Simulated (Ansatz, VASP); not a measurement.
**MoS2: VASP beside Ansatz**

Aim: how closely do two programs agree when they are given the same cell, functional and k mesh?

Program: Ansatz 0.2.0. Level of theory: plane waves, with VASP 6.6.1 beside it; single point at PBE, single point at r2SCAN and single point at LDA. Results are calculated unless marked as measured.

**1. Starting point**

The structure is trigonal, space group R3m (No. 160). The conventional cell has a = 3.160 Å, b = 3.160 Å, c = 18.450 Å, α = 90.00°, β = 90.00°, γ = 120.00°. Mo has 6 S at 2.39 Å nearest. Nearest to S lie 3 Mo at 2.39 Å. Nearest to S lie 3 Mo at 2.39 Å. Farther neighbours and most contacts between anions are not listed.

Structure file:

```xyz
3
Lattice="1.5800 0.9122 6.1500 -1.5800 0.9122 6.1500 0.0000 -1.8244 6.1500" Properties=species:S:1:pos:R:3 pbc="T T T"
Mo    0.0000    0.0000    0.0000
S     0.0000    0.0000    7.6936
S     0.0000    0.0000    4.6125
```

**2. VASP: single point, PBE**

With cell and atoms fixed, the geometry can't cause a difference; cores, projectors, grids and the points listed under the comparison can.

Lines of VASP's logs that name or quote its potential files are left out, and so is its time.

Contents of INCAR:

```
SYSTEM = MoS2
PREC = Accurate
ENCUT = 400
EDIFF = 1E-07
NELM = 100
ISMEAR = 0
SIGMA = 0.05
LREAL = .FALSE.
ALGO = Normal
GGA = PE
NBANDS = 19
LORBIT = 11
LWAVE = .FALSE.
LCHARG = .FALSE.
KPAR = 4
```

Contents of POSCAR:

```
MoS2
1.0
    1.5800000000      0.9122134253      6.1500000000
   -1.5800000000      0.9122134253      6.1500000000
    0.0000000000     -1.8244268506      6.1500000000
Mo S
1 2
Direct
    0.0000000000      0.0000000000      0.0000000000
    0.4170000000      0.4170000000      0.4170000000
    0.2500000000      0.2500000000      0.2500000000
```

Contents of KPOINTS:

```
Automatic mesh
0
Gamma
8 8 8
0 0 0
```

PAW data sets: Mo_sv and S (PBE family, release 64).

The run is started by

```sh
$ mpirun -np 4 vasp_std
```

Numbers of over 12 decimals in the logs are rounded to 6 here.

What it wrote:

```text
[banner, memory and clock lines left out]
running    4 mpi-ranks, on    1 nodes
 distrk:  each k-point on    1 cores,    4 groups
 distr:  one band on    1 cores,    1 groups

 POSCAR found type information on POSCAR MoS
 POSCAR found :  2 types and       3 ions
 LDA part: xc-table for (Slater+PW92), standard interpolation
 POSCAR, INCAR and KPOINTS ok, starting setup
 FFT: planning ... GRIDC
 FFT: planning ... GRID_SOFT
 FFT: planning ... GRID
 WAVECAR not read
 entering main loop
       N       E                     dE             d eps       ncg     rms          rms(c)
DAV:   1     0.152421439253E+03    0.15242E+03   -0.11803E+04  2534   0.106E+03
DAV:   2    -0.175652587352E+02   -0.16999E+03   -0.16597E+03  3126   0.293E+02
DAV:   3    -0.231665626839E+02   -0.56013E+01   -0.55610E+01  3047   0.505E+01
DAV:   4    -0.232257434356E+02   -0.59181E-01   -0.59158E-01  3118   0.552E+00
DAV:   5    -0.232265697072E+02   -0.82627E-03   -0.82624E-03  3030   0.622E-01    0.252E+01
DAV:   6    -0.221358431740E+02    0.10907E+01   -0.10546E+01  2612   0.204E+01    0.916E+00
DAV:   7    -0.218785382637E+02    0.25730E+00   -0.37408E+00  2542   0.116E+01    0.602E+00
DAV:   8    -0.217797524436E+02    0.98786E-01   -0.51144E-01  2800   0.459E+00    0.179E+00
DAV:   9    -0.217811395658E+02   -0.13871E-02   -0.22804E-02  3020   0.949E-01    0.608E-01
DAV:  10    -0.217799745697E+02    0.11650E-02   -0.94537E-03  2796   0.666E-01    0.119E-01
DAV:  11    -0.217799893620E+02   -0.14792E-04   -0.45605E-04  2803   0.155E-01    0.456E-02
DAV:  12    -0.217799802095E+02    0.91525E-05   -0.10187E-04  2883   0.668E-02    0.265E-02
   1 F= -.21780000E+02 E0= -.21780000E+02  d E =-.215426E-19
```

Parts of OUTCAR (step 2):

```text
ion  position               nearest neighbor table
   1  0.000  0.000  0.000-   3 2.39   3 2.39   3 2.39   2 2.39   2 2.39   2 2.39
   2  0.417  0.417  0.417-   1 2.39   1 2.39   1 2.39
   3  0.250  0.250  0.250-   1 2.39   1 2.39   1 2.39

  LATTYP: Found a trigonal (rhomboedric) cell.
 ALAT       =     6.4149071181
 COS(alpha) =     0.8786713335

 Subroutine GETGRP returns: Found  6 space group operations
 (whereof  6 operations were pure point group operations)

The static configuration has the point symmetry C_3v.

 Found     65 irreducible k-points:

   k-points           NKPTS =     65   k-points in BZ     NKDIM =     65   number of bands    NBANDS=     19

   dimension x,y,z NGX =    42 NGY =   42 NGZ =   42
   dimension x,y,z NGXF=    84 NGYF=   84 NGZF=   84

   ENCUT  =  400.0 eV  29.40 Ry    5.42 a.u.  10.46 10.46 10.46*2*pi/ulx,y,z

   NELECT =      26.0000    total number of electrons

 k-points in reciprocal lattice and weights: Automatic mesh
   0.00000000  0.00000000  0.00000000       0.002
   0.12500000 -0.00000000  0.00000000       0.012
   0.25000000 -0.00000000  0.00000000       0.012
   0.37500000 -0.00000000  0.00000000       0.012
   0.50000000 -0.00000000  0.00000000       0.006
   0.12500000  0.12500000  0.00000000       0.012
   0.25000000  0.12500000  0.00000000       0.023
   0.37500000  0.12500000 -0.00000000       0.023
   0.50000000  0.12500000  0.00000000       0.023
[...]
-0.37500000  0.50000000  0.37500000       0.012
   0.50000000  0.50000000  0.50000000       0.002

 average (electrostatic) potential at core
       1 -74.6320       2 -84.3936       3 -84.3906

 E-fermi :   7.9585

 k-point     1 :       0.0000    0.0000    0.0000
  band No.  band energies     occupation
    ...
      9       4.1846      2.00000
     10       5.3169      2.00000
     11       5.3169      2.00000
     12       6.3874      2.00000
     13       6.4894      2.00000
     14       9.6814      0.00000
     15       9.6814      0.00000
     16      10.1014      0.00000
     17      10.1014      0.00000
     18      13.1629      0.00000
    ...

 k-point     2 :       0.1250   -0.0000    0.0000
  band No.  band energies     occupation
    ...
      9       4.4336      2.00000
     10       4.5854      2.00000
     11       4.9630      2.00000
     12       6.3792      2.00000
     13       6.6371      2.00000
     14       9.4268      0.00000
     15       9.6423      0.00000
     16       9.8479      0.00000
     17      10.0725      0.00000
     18      14.1758      0.00000
    ...

 k-point     3 :       0.2500   -0.0000    0.0000
  band No.  band energies     occupation
    ...
      9       3.4712      2.00000
     10       4.2976      2.00000
     11       5.0661      2.00000
     12       5.9804      2.00000
     13       6.1271      2.00000
     14       8.8991      0.00000
     15       9.4298      0.00000
     16      10.2555      0.00000
     17      10.6983      0.00000
     18      15.0601      0.00000
    ...

  Total        1.3757213      1.3757213      2.1514534      0.0000000      0.0000000      0.0000000
  in kB       41.4439483     41.4439483     64.8130728      0.0000000      0.0000000      0.0000000
  external PRESSURE =      49.2336565 kB  Pullay stress =       0.0000000 kB

  energy-cutoff  :      400.00
  volume of cell :       53.18
      direct lattice vectors                 reciprocal lattice vectors
     1.580000000  0.912213425  6.150000000     0.316455696  0.182705781  0.054200542
    -1.580000000  0.912213425  6.150000000    -0.316455696  0.182705781  0.054200542
     0.000000000 -1.824426851  6.150000000     0.000000000 -0.365411563  0.054200542

 POSITION                                       TOTAL-FORCE (eV/Angst)
 -----------------------------------------------------------------------------------
      0.00000      0.00000      0.00000         0.000000      0.000000      0.086393
      0.00000      0.00000      7.69365         0.000000     -0.000000      0.422619
      0.00000      0.00000      4.61250         0.000000     -0.000000     -0.509012
 -----------------------------------------------------------------------------------
    total drift:                                0.000000     -0.000000      0.000083

  FREE ENERGIE OF THE ION-ELECTRON SYSTEM (eV)
  ---------------------------------------------------
  free  energy   TOTEN  =       -21.7800004515 eV

  energy  without entropy=      -21.7800004515  energy(sigma->0) =      -21.78000045

 total charge
# of ion       s       p       d       tot
------------------------------------------
    1        2.297   6.231   3.983  12.511
    2        1.365   2.349   0.000   3.714
    3        1.365   2.352   0.000   3.717
--------------------------------------------------
tot          5.027  10.932   3.983  19.942

[... 3 further parts left out ...]
```

This run has no spin polarisation, although Mo can carry a moment.

**3. Ansatz: single point, PBE**

Ansatz runs on its default PAW (the set named soft_2) files.

The same cell, functional, mesh and smearing now go to Ansatz, which takes its cutoff from its data sets.

Contents of input.yaml:

```yaml
crystal:
  lattice:
    - [1.58, 0.9122134253, 6.15]
    - [-1.58, 0.9122134253, 6.15]
    - [0.0, -1.8244268506, 6.15]
  atoms:
    - { symbol: Mo, position: [0.0, 0.0, 0.0] }
    - { symbol: S, position: [0.417, 0.417, 0.417] }
    - { symbol: S, position: [0.25, 0.25, 0.25] }
hamiltonian:
  xc: pbe
  pseudopotentials: { kind: paw }
kpoints:
  mp_grid: { grid: [8, 8, 8] }
scf:
  occupations: { method: gaussian, width: 0.05 }
  n_extra_bands: 4
output:
  forces: true
  stress: true
  eigenvalues: true
```

The run is started by

```sh
$ ansatz run input.yaml --threads 2 --pin off --max-ram 4608MiB --backend cpu --events-out ev --progress --plain --runs-dir out
```

What it wrote:

```text
basis.fft_grid_basis auto: the FFT boxes are laid along the combinations [[1, 0, -1], [0, 1, -1], [0, 0, 1]] of the cell's own vectors, 3.160, 3.160 and 6.415 Å long. The dense box has 24×24×45 points. Along the cell's own vectors, as sized, it would have 45×45×45, 3.52 times as many. Of the 6 symmetry operations that the crystal satisfies within crystal.symmetry.tolerance (time reversal apart; of a slab, those that  [...]
scf.n_extra_bands = 4 over 13 filled bands (N_el = 26.0): the run solves 17 bands
Engine: ansatz 0.2.0, aarch64-unknown-linux-gnu
Pseudopotentials: kind: paw
Pseudopotential: Mo, paw, valence charge 14, recommended cutoff 420 eV (normal), Mo.paw.azcp
Pseudopotential: S, paw, valence charge 6, recommended cutoff 420 eV (normal), S.paw.azcp
Functional definition: PBE
  parameter kappa = 0.804
  parameter beta = 0.066725
  exchange = pbe_x(kappa = kappa, mu = beta*pi^2/3)
  correlation = pbe_c(beta = beta)
Crystal: 3 atoms, lattice volume = 53.184 Å³
Basis set: ecut = 420 eV, 1011 PW (Γ), FFT grids on a1−a3, a2−a3, a3, exchange–correlation on 48×48×90 points (8 copies of the dense FFT grid, shifted against one another)
Bands: 17, of which v1, the nominal top of the filled ones, is band 13 counted from 1 (12 counted from 0)
Symmetry: 6 space group operations
Space group: R3m (ITA 160), of the structure as read, at distance tolerance 3.8e-5 Å
k-points: 65 of 512 (time reversal used)
Non-local potential: Mo, projectors of the file, l = 0: 3, l = 1: 2, l = 2: 2, l = 3: 1
Non-local potential: S, projectors of the file, l = 0: 2, l = 1: 2, l = 2: 2
PAW form: soft (Blöchl's): semilocal exchange-correlation on the pseudo side does not see the compensation charge
PAW one-centre angular grid: Mo, 590 points (default); XC on 64 Gauss nodes
PAW one-centre angular grid: S, 110 points (default); XC on 64 Gauss nodes
Initial density: superposition of atomic densities (neutral atoms: chi_scale 0, normalization atom), corrected by the library's trained network
Initial wavefunctions: pseudopotential atomic-orbital guess
Functional: x = pbe(κ = 0.804, μ = 0.219515), c = pbe(β = 0.066725)
SCF iter   1: F=—  HF=-6762.745948 eV  |F-HF|=—  |Δ(HF+E_count)|=         —  Δρ=5.54e-3  dr2=3.90e-3  ethr=1.77e-3  ⟨swp⟩=6.0  Hψ=6137  notcnv=0
preconditioner: auto → none  [insulator: Δε(μ)=1.031 eV  Ē_g=8.245 eV  σ=0.050 eV  W_gap=1.00  n_scr=16 (ndim 8)  ℏωp=21.6 eV  f_vac=0.016  D(μ)=0.00/eV (n_scr^D=0)  ε∞_Penn≈7.9]
SCF iter   2: F=—  HF=-6762.750194 eV  |F-HF|=—  |Δ(HF+E_count)|=   4.25e-3  Δρ=2.92e-3  dr2=1.61e-3  ethr=1.50e-5  ⟨swp⟩=2.0  Hψ=2231  notcnv=0
SCF iter   3: F=—  HF=-6762.752888 eV  |F-HF|=—  |Δ(HF+E_count)|=   2.69e-3  Δρ=2.25e-3  dr2=7.22e-3  ethr=6.21e-6  ⟨swp⟩=2.6  Hψ=2008  notcnv=0  recentre
SCF iter   4: F=—  HF=-6762.752181 eV  |F-HF|=—  |Δ(HF+E_count)|=   7.07e-4  Δρ=4.09e-4  dr2=1.09e-4  ethr=6.21e-6  ⟨swp⟩=2.0  Hψ=1555  notcnv=0
SCF iter   5: F=—  HF=-6762.752188 eV  |F-HF|=—  |Δ(HF+E_count)|=   6.61e-6  Δρ=1.15e-4  dr2=1.73e-5  ethr=4.19e-7  ⟨swp⟩=2.0  Hψ=1602  notcnv=0
SCF iter   6: F=—  HF=-6762.752187 eV  |F-HF|=—  |Δ(HF+E_count)|=   1.04e-6  Δρ=5.33e-5  dr2=1.09e-6  ethr=6.67e-8  ⟨swp⟩=2.2  Hψ=1469  notcnv=0
SCF iter   7: F=-6762.752188 eV  HF=-6762.752188 eV  |F-HF|=1.25e-7  |Δ(HF+E_count)|=   8.14e-7  Δρ=1.58e-5  dr2=8.70e-8  ethr=3.85e-10  ⟨swp⟩=4.2  Hψ=5102  notcnv=0
SCF 1 converged in 7 iterations: F = -6762.752188 eV  dr2 = 8.70e-8
  greatest PAW one-centre occupation: 0.998 electrons in one spin orbital (limit 2), on the Mo atom at site 0 (counted from 0), in its partial waves of l = 0
SCF converged after 7 iterations
Free energy (F): -6762.752188 eV
Harris-Foulkes:  -6762.752188 eV  (|F-HF|=1.25e-7)
Internal energy: -6762.752188 eV  (E = F + TS)
E sigma→0 (E₀):  -6762.752188 eV
Fermi energy:    11.604030 eV
--- Per-component energies (eV) ---
  E_band       = -154.287959
  E_kinetic    = 657.952857
  E_local      = -1989.403999  (includes V_loc(G=0)·N_el)
  E_nonlocal   = 199.331236
  E_hartree    = 768.660864
  E_xc         = -379.222760
  E_vxc        = -405.973803  (∫ρ·V_xc dr)
  E_paw        = -4401.667826  (= ΣΔE_a)
  E_vpaw       = -153.508006  (= ΣTr[D̂ρ^β])
  E_aug_tail   = 0.000037  (compensation charges beyond the density's cutoff)
  E_ewald      = -1618.402598
  E_smearing   = -0.000000  (= −TS)
  E_closure    = 0.000000  (closes the sum)
  Σ components = -6762.752188   (vs F -6762.752188, Δ=0.00e0)
--- Forces (eV/Å), atoms counted from 1 ---
  atom   1  Mo     0.00000000     0.00000000     0.08654524
  atom   2  S      0.00000000     0.00000000     0.43535606
  atom   3  S     -0.00000000    -0.00000000    -0.52194748
  max |Σ_I F_I| component: 4.62e-5 eV/Å
--- Stress (GPa, compression-positive) ---
        4.552147       0.000000       0.000000
        0.000000       4.552147       0.000000
        0.000000       0.000000       6.956008
  P = ⅓ Tr σ = 5.3534 GPa (53.534 kbar)
--- Band table (eV; the first three rows and the last of 65) ---
  k-point 0: bands = [... 9 lower, 8.7431, 8.7431, 9.8204, 9.9177, 13.1093, 13.1093, 13.5304, 13.5304]
  k-point 1: bands = [... 9 lower, 8.0133, 8.3893, 9.8095, 10.0712, 12.8544, 13.0638, 13.2761, 13.5001]
  k-point 2: bands = [... 9 lower, 7.7240, 8.4901, 9.4167, 9.5586, 12.3243, 12.8565, 13.6699, 14.1254]
  k-point 64: bands = [... 9 lower, 7.5933, 8.7704, 8.7704, 11.0947, 13.2047, 13.2047, 13.3971, 13.3971]
```

Run time: 3 s. Hardware: 2 threads of Arm Neoverse V2, shared host; peak memory 0.36 GiB; 5.7 s of CPU time.

The run ends at a pressure of 5.35 GPa, with forces up to 0.52 eV/Å.

**4. Differences**

Known differences besides the PAW data sets themselves: the cutoff is 420 eV in Ansatz and 400 eV in VASP; VASP leaves aspherical gradient terms in its spheres out (LASPH is not set), Ansatz keeps them. Total energies have different zeros and are not compared.

Both answers:

```
              quantity  Ansatz   VASP  difference
        pressure (GPa)    5.35   4.92       +0.43
gap on the k mesh (eV)   1.025  1.034      -0.009
```

Forces (eV/Å; atoms numbered as in POSCAR):

```
atom        Ansatz x, y, z          VASP x, y, z
 Mo1   0.000, 0.000, 0.087   0.000, 0.000, 0.086
  S2   0.000, 0.000, 0.435   0.000, 0.000, 0.423
  S3  0.000, 0.000, -0.522  0.000, 0.000, -0.509
```

The forces differ by 6.0 meV/Å r.m.s., which is 2.7 % of the r.m.s. force of 0.22 eV/Å (both taken over all components).

**5. VASP: single point, r2SCAN**

A single point gives forces, pressure and levels at one fixed geometry, so differences don't come from the geometry; what else differs is listed under the comparison.

Contents of INCAR:

```
SYSTEM = MoS2
PREC = Accurate
ENCUT = 400
EDIFF = 1E-07
NELM = 100
ISMEAR = 0
SIGMA = 0.05
LREAL = .FALSE.
ALGO = Normal
METAGGA = R2SCAN
LASPH = .TRUE.
NBANDS = 40
LWAVE = .FALSE.
LCHARG = .FALSE.
KPAR = 4
LOPTICS = .TRUE.
NEDOS = 2000
CSHIFT = 0.15
```

POSCAR is that of step 2.

Contents of KPOINTS:

```
Automatic mesh
0
Gamma
12 12 12
0 0 0
```

The run is started by

```sh
$ mpirun -np 4 vasp_std
```

What it wrote:

```text
[banner, memory and clock lines left out]
running    4 mpi-ranks, on    1 nodes
[...]
|                                                                             |
|               ----> ADVICE to this user running VASP <----                  |
|                                                                             |
|     You enforced a specific xc type in the INCAR file but a different       |
|     [... a line on the potential file left out ...]
|     I HOPE YOU KNOW WHAT YOU ARE DOING!                                     |
|                                                                             |

 LDA part: xc-table for (None), standard interpolation
 POSCAR, INCAR and KPOINTS ok, starting setup
[...]
entering main loop
       N       E                     dE             d eps       ncg     rms          rms(c)
DAV:   1     0.137439118510E+03    0.13744E+03   -0.10321E+04 15224   0.516E+02
DAV:   2    -0.494338759572E+02   -0.18687E+03   -0.17880E+03 17984   0.184E+02
DAV:   3    -0.546007594663E+02   -0.51669E+01   -0.51257E+01 18512   0.296E+01
DAV:   4    -0.546264974387E+02   -0.25738E-01   -0.25736E-01 17384   0.230E+00
[...]
DAV:  13    -0.450102800315E+02   -0.51433E-05   -0.61076E-06 17680   0.118E-02    0.118E-02
DAV:  14    -0.450102802490E+02   -0.21747E-06   -0.21240E-07 18880   0.212E-03    0.259E-03
DAV:  15    -0.450102802722E+02   -0.23236E-07   -0.23789E-08 11584   0.761E-04
   1 F= -.45010280E+02 E0= -.45010280E+02  d E =-.234627E-12
 optical routines
 imaginary and real dielectric function
 direction            1
 direction            2
 direction            3
```

Parts of OUTCAR (step 5):

```text
  Total        1.2300464      1.2300464      1.5026378      0.0000000      0.0000000      0.0000000
  in kB       37.0554572     37.0554572     45.2673419      0.0000000      0.0000000      0.0000000
  external PRESSURE =      39.7927521 kB  Pullay stress =       0.0000000 kB

 POSITION                                       TOTAL-FORCE (eV/Angst)
 -----------------------------------------------------------------------------------
      0.00000      0.00000      0.00000         0.000000      0.000000      0.087343
      0.00000      0.00000      7.69365         0.000000      0.000000      0.279432
      0.00000      0.00000      4.61250         0.000000     -0.000000     -0.366775
 -----------------------------------------------------------------------------------
    total drift:                               -0.000000     -0.000000     -0.000027

  FREE ENERGIE OF THE ION-ELECTRON SYSTEM (eV)
  ---------------------------------------------------
  free  energy   TOTEN  =       -45.0102802722 eV

  energy  without entropy=      -45.0102802722  energy(sigma->0) =      -45.01028027

[... 1 part as in an earlier step ...]

[... 2 further parts left out ...]
[key lines of the parts left out:]
E-fermi :   7.7715
```

**6. Ansatz: single point, r2SCAN**

The same cell, functional, mesh and smearing now go to Ansatz, which takes its cutoff from its data sets.

input.yaml, the sections that differ from step 3:

```yaml
hamiltonian:
  xc: r2scan
  pseudopotentials: { kind: paw }
kpoints:
  mp_grid: { grid: [12, 12, 12] }
output:
  forces: true
  stress: true
  eigenvalues: true
  write_density: true
  write_potential: true
  elf: true
  volumetric_format: npy
# crystal, scf: as in step 3
```

The run is started by

```sh
$ ansatz run input.yaml --threads 2 --pin off --max-ram 4608MiB --backend cpu --events-out ev --progress --plain --runs-dir out
```

What it wrote:

```text
[...]
Crystal: 3 atoms, lattice volume = 53.184 Å³
Basis set: ecut = 500 eV, 1349 PW (Γ), FFT grids on a1−a2, a2, −a2+a3, exchange–correlation on 96×192×96 points (64 copies of the dense FFT grid, shifted against one another)
Bands: 17, of which v1, the nominal top of the filled ones, is band 13 counted from 1 (12 counted from 0)
Symmetry: 6 space group operations
[...]
--- Band table (eV; the first three rows and the last of 189) ---
  k-point 0: bands = [... 9 lower, 8.4912, 8.4912, 9.6053, 9.7849, 13.1484, 13.1484, 13.5625, 13.5625]
  k-point 1: bands = [... 9 lower, 8.0890, 8.3154, 9.6591, 9.8865, 13.0844, 13.2220, 13.3251, 13.4549]
  k-point 2: bands = [... 9 lower, 7.7619, 7.9029, 9.5643, 9.8010, 12.5929, 13.1517, 13.2613, 13.7739]
  k-point 188: bands = [... 9 lower, 7.3143, 8.5205, 8.5205, 10.9946, 13.2472, 13.2472, 13.4237, 13.4237]
[key lines of the parts left out:]
SCF converged after 9 iterations
Free energy (F): -6782.132223 eV
Fermi energy:    11.483802 eV
P = ⅓ Tr σ = 4.1803 GPa (41.803 kbar)
```

The job ended after 31 s (2 threads; peak memory 0.61 GiB).

The run ends at a pressure of 4.18 GPa, with forces up to 0.36 eV/Å.

**7. Side by side**

What differs besides the data sets and the points named for the pairs above, as far as they apply: VASP keeps PBE cores, Ansatz makes them for the functional; the cutoff is 500 eV in Ansatz and 400 eV in VASP. Total energies have different zeros and are not compared.

The two programs side by side:

```
              quantity  Ansatz   VASP  difference
        pressure (GPa)    4.18   3.98       +0.20
gap on the k mesh (eV)   0.986  1.007      -0.020
```

Forces (eV/Å; atoms numbered as in POSCAR):

```
atom        Ansatz x, y, z          VASP x, y, z
 Mo1   0.000, 0.000, 0.087   0.000, 0.000, 0.087
  S2   0.000, 0.000, 0.276   0.000, 0.000, 0.279
  S3  0.000, 0.000, -0.363  0.000, 0.000, -0.367
```

The forces differ by 1.8 meV/Å r.m.s., which is 1.1 % of the r.m.s. force of 0.16 eV/Å (both taken over all components).

(Continued in part 2 of 2.)

[Lines on the potential files, build, host, timing and source positions are cut from VASP's logs without a mark.]

[Logs are printed without paths, hosts, clocks, repeated set-up lines and the standing remarks that a program may print on its own settings, such as how far it seeks lower states.]

[Hosts, paths, dates, database ids (printed as entryN), source tags and the programs' standing remarks are cut or masked in the printed files.]
